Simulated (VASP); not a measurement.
A convergence study with VASP on TiC (rock salt): a few settings are varied, all else stays as given below, so the limit is that of these other settings. The cell's lengths are 1 % over those of the tabulated start and one atom is moved, so it is off equilibrium.

```xyz
2
Lattice="0.0000 2.1867 2.1867 2.1867 0.0000 2.1867 2.1867 2.1867 0.0000" Properties=species:S:1:pos:R:3 pbc="T T T"
Ti     0.0000     0.0000     0.0000
C      2.2473     2.1867     2.1867
```

The numbers are results of LDA (Ceperley-Alder, Perdew-Zunger), VASP's LDA PAW potentials (set 64) (plane waves; VASP), not measurements. The last row used: LREAL = Auto, 700 eV cut-off, 12×12×12 Γ-centred mesh, first-order Methfessel-Paxton smearing of 0.10 eV, potentials Ti_sv C.

```json
[
 {"setting": "ENCUT = 400, LREAL = .FALSE., PREC = Normal", "E (eV/atom)": "-10.2174", "pressure (GPa)": "-19.26", "largest force (eV/Å)": "0.482", "plane waves": "392"},
 {"setting": "ENCUT = 500, LREAL = .FALSE., PREC = Normal", "E (eV/atom)": "-10.2167", "pressure (GPa)": "-17.81", "largest force (eV/Å)": "0.480", "plane waves": "544"},
 {"setting": "ENCUT = 600, LREAL = .FALSE., PREC = Normal", "E (eV/atom)": "-10.2170", "pressure (GPa)": "-17.91", "largest force (eV/Å)": "0.481", "plane waves": "725"},
 {"setting": "ENCUT = 700, LREAL = .FALSE., PREC = Normal", "E (eV/atom)": "?", "pressure (GPa)": "?", "largest force (eV/Å)": "0.482", "plane waves": "899"},
 {"setting": "ENCUT = 500, LREAL = .FALSE., PREC = Accurate", "E (eV/atom)": "-10.2167", "pressure (GPa)": "-17.81", "largest force (eV/Å)": "0.480", "plane waves": "544"},
 {"setting": "ENCUT = 600, LREAL = .FALSE., PREC = Accurate", "E (eV/atom)": "-10.2170", "pressure (GPa)": "-17.91", "largest force (eV/Å)": "0.481", "plane waves": "725"},
 {"setting": "ENCUT = 400, LREAL = Auto, PREC = Normal", "E (eV/atom)": "-10.2163", "pressure (GPa)": "-19.13", "largest force (eV/Å)": "0.481", "plane waves": "392"},
 {"setting": "ENCUT = 500, LREAL = Auto, PREC = Normal", "E (eV/atom)": "-10.2174", "pressure (GPa)": "-17.76", "largest force (eV/Å)": "0.494", "plane waves": "544"},
 {"setting": "ENCUT = 600, LREAL = Auto, PREC = Normal", "E (eV/atom)": "?", "pressure (GPa)": "?", "largest force (eV/Å)": "0.482", "plane waves": "725"},
 {"setting": "ENCUT = 700, LREAL = Auto, PREC = Normal", "E (eV/atom)": "-10.2183", "pressure (GPa)": "-18.07", "largest force (eV/Å)": "0.476", "plane waves": "899"},
 {"setting": "ENCUT = 400, LREAL = Auto, PREC = Accurate", "E (eV/atom)": "-10.2171", "pressure (GPa)": "-19.26", "largest force (eV/Å)": "0.482", "plane waves": "392"},
 {"setting": "ENCUT = 500, LREAL = Auto, PREC = Accurate", "E (eV/atom)": "-10.2181", "pressure (GPa)": "-17.56", "largest force (eV/Å)": "0.475", "plane waves": "544"},
 {"setting": "ENCUT = 600, LREAL = Auto, PREC = Accurate", "E (eV/atom)": "-10.2171", "pressure (GPa)": "-17.91", "largest force (eV/Å)": "0.480", "plane waves": "725"},
 {"setting": "ENCUT = 700, LREAL = Auto, PREC = Accurate", "E (eV/atom)": "-10.2184", "pressure (GPa)": "-17.89", "largest force (eV/Å)": "0.482", "plane waves": "899"}
]
```

Complete the blanks.

- ENCUT = 700, LREAL = .FALSE., PREC = Normal, E (eV/atom): -10.2185
- ENCUT = 700, LREAL = .FALSE., PREC = Normal, pressure (GPa): -17.95
- ENCUT = 600, LREAL = Auto, PREC = Normal, E (eV/atom): -10.2168
- ENCUT = 600, LREAL = Auto, PREC = Normal, pressure (GPa): -17.34

Left out are rungs that failed or repeat a setting and relaxations that didn't move; long series are thinned to 24 rows.

The compound is TiC in the rock salt structure. The cell was not relaxed at this level, it is distorted from the ideal structure.
